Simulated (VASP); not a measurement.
Energy against volume of CrO2 (rutile). Computed with rev-vdW-DF2, VASP's PBE PAW potentials (set 64) (plane waves; VASP). Run with 520 eV cut-off, 7×7×10 Γ-centred mesh, first-order Methfessel-Paxton smearing of 0.10 eV, potentials Cr_pv O.

Shape and ions are relaxed at each volume.

```json
[
 {"V (Å³/atom)": "9.180", "E (eV/atom)": "-6.67747"},
 {"V (Å³/atom)": "9.464", "E (eV/atom)": "-6.68506"},
 {"V (Å³/atom)": "9.747", "E (eV/atom)": "-6.67953"},
 {"V (Å³/atom)": "10.031", "E (eV/atom)": "-6.66305"}
]
```

Task: Fit these four points and predict the energy of the run at 8.896 Å³/atom.

Result: A cubic in V^(−2/3), the third-order Birch-Murnaghan form, passes through the four points with V0 = 9.48 Å³/atom and B0 = 245 GPa, and gives -6.6540 eV/atom there. The run gave -6.6542 eV/atom, -0.2 meV/atom from the fit; all five points give B0 = 244 GPa.

The compound is CrO2 in the rutile structure. It was relaxed first.
